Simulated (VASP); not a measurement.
These are PBEsol GGA, VASP's PBE PAW potentials (set 64) (plane waves; VASP) values and carry that method's errors.

VASP input:

File KPOINTS:
```
Automatic mesh
0
Gamma
8 8 8
0 0 0
```

**INCAR**
```
LCHARG=.FALSE.
LMAXMIX=4   # l cut-off of mixed one-centre charges
LREAL=.FALSE.   # projection in real space or not
ALGO=Normal   # blocked Davidson
ENCUT=480
LASPH=.TRUE.   # aspherical one-centre terms
EDIFF=1E-7   # SCF stop (eV)
SYSTEM=TeRh
SIGMA=0.1
GGA=PS   # PBEsol
LWAVE=.FALSE.
NELM=100
ISIF=2   # forces and stress, cell fixed
ISMEAR=1
PREC=Accurate
```

### POSCAR
```
TeRh
9.9092820
  0.1820781610  -0.5000000028   0.0000000000
  0.1820781610   0.5000000028   0.0000000000
  0.0000000000   0.0000000000   0.4004401398
Te Rh
2 2
Cart
  0.1820781610  -0.1439228138   0.1001100350
  0.1820781610   0.1439228138   0.3003301049
  0.1820781610  -0.4046605053   0.1001100350
  0.1820781610   0.4046605053   0.3003301049
```

POTCAR, in this order: Te Rh_pv (PBE.64 set). Program: vasp_std.

The run wrote:

**OSZICAR**
```
       N       E                     dE             d eps       ncg     rms          rms(c)
DAV:   1     0.370823357411E+03    0.37082E+03   -0.23161E+04  5842   0.158E+03
DAV:   2    -0.982707691430E+01   -0.38065E+03   -0.37584E+03  6031   0.432E+02
DAV:   3    -0.241078248300E+02   -0.14281E+02   -0.14008E+02  6382   0.820E+01
DAV:   4    -0.243465936631E+02   -0.23877E+00   -0.23818E+00  5796   0.102E+01
DAV:   5    -0.243508703674E+02   -0.42767E-02   -0.42761E-02  6200   0.144E+00    0.190E+01
DAV:   6    -0.240897301279E+02    0.26114E+00   -0.60313E-01  5674   0.661E+00    0.106E+01
DAV:   7    -0.240437137999E+02    0.46016E-01   -0.53747E-01  5626   0.392E+00    0.274E+00
DAV:   8    -0.239959046644E+02    0.47809E-01   -0.26897E-01  5442   0.427E+00    0.191E+00
DAV:   9    -0.239966693406E+02   -0.76468E-03   -0.84336E-03  5670   0.555E-01    0.155E+00
DAV:  10    -0.239959157874E+02    0.75355E-03   -0.10277E-02  5450   0.888E-01    0.112E+00
DAV:  11    -0.239952526418E+02    0.66315E-03   -0.61710E-04  5532   0.189E-01    0.966E-01
DAV:  12    -0.239952183323E+02    0.34310E-04   -0.59247E-05  5751   0.412E-02    0.760E-01
DAV:  13    -0.239951326158E+02    0.85716E-04   -0.29743E-05  5887   0.427E-02    0.651E-01
DAV:  14    -0.239950439425E+02    0.88673E-04   -0.44099E-05  5767   0.400E-02    0.504E-01
DAV:  15    -0.239949714600E+02    0.72482E-04   -0.51689E-05  5909   0.458E-02    0.334E-01
DAV:  16    -0.239949253277E+02    0.46132E-04   -0.56001E-05  5839   0.464E-02    0.172E-01
DAV:  17    -0.239949107539E+02    0.14574E-04   -0.29098E-05  5955   0.326E-02    0.482E-02
DAV:  18    -0.239949093923E+02    0.13616E-05   -0.33564E-06  6083   0.106E-02    0.840E-03
DAV:  19    -0.239949094165E+02   -0.24218E-07   -0.41662E-08  2752   0.140E-03
   1 F= -.23994909E+02 E0= -.23994902E+02  d E =-.221386E-04
```

File OUTCAR:
```
------------------------ aborting loop because EDIFF is reached ----------------------------------------
  FORCE on cell =-STRESS in cart. coord.  units (eV):
  Direction    XX          YY          ZZ          XY          YZ          ZX
  --------------------------------------------------------------------------------------
  Total        2.0121551      5.6203755      2.4542213      0.0000000     -0.0000000      0.0000000
  in kB       45.4412229    126.9269617     55.4245635      0.0000000     -0.0000000      0.0000000
  external PRESSURE =      75.9309160 kB  Pullay stress =       0.0000000 kB
  volume of cell :       70.95
      direct lattice vectors                 reciprocal lattice vectors
     1.804263843 -4.954641028  0.000000000     0.277121332 -0.100915485  0.000000000
     1.804263843  4.954641028  0.000000000     0.277121332  0.100915485  0.000000000
     0.000000000  0.000000000  3.968074270     0.000000000  0.000000000  0.252011412
 POSITION                                       TOTAL-FORCE (eV/Angst)
 -----------------------------------------------------------------------------------
      1.80426     -1.42617      0.99202         0.000000      0.364691      0.000000
      1.80426      1.42617      2.97606         0.000000     -0.364691      0.000000
      1.80426     -4.00990      0.99202         0.000000     -0.097510     -0.000000
      1.80426      4.00990      2.97606         0.000000      0.097510      0.000000
 -----------------------------------------------------------------------------------
    total drift:                               -0.000000     -0.000000      0.000000
  FREE ENERGIE OF THE ION-ELECTRON SYSTEM (eV)
  ---------------------------------------------------
  free  energy   TOTEN  =       -23.9949094165 eV

  energy  without entropy=      -23.9948872779  energy(sigma->0) =      -23.99490204
```
(Selected blocks of OUTCAR.)

The structure was generated: TeRh was put into the CrB type (Cmcm), which need not be its known phase. This cell was strained or had an atom moved on purpose.
